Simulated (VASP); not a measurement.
Here is the system:

```xyz
4
Lattice="0.0000 3.3935 3.3935 3.3935 0.0000 3.3935 3.3935 3.3935 0.0000" Properties=species:S:1:pos:R:3 pbc="T T T"
Ge     0.0000     0.0000     0.0000
Zr     3.3935     3.3935     3.3935
Zr     1.6967     1.6967     1.6967
Zr     5.0902     5.0902     5.0902
```

All values below come from PBEsol GGA with spin-orbit coupling, VASP's PBE PAW potentials (set 64) (plane waves; VASP). Run with 400 eV cut-off, 7×7×7 Γ-centred mesh, Gaussian smearing of 0.050 eV, potentials Ge_d Zr_sv.

Task: Predict the energy per atom (σ→0), band gap (over mesh and band path) with the smallest direct gap where there is one.

Result: 
band gap (over mesh and band path): none (metal, semimetal or under 0.01 eV)
energy per atom (σ→0): -8.337 eV/atom

Only differences to runs with the same potentials and settings are physical.

The structure was generated: Zr3Ge was put into the D03 type (Fm-3m), which need not be its known phase. It was relaxed first, which changed the volume by -27 %.
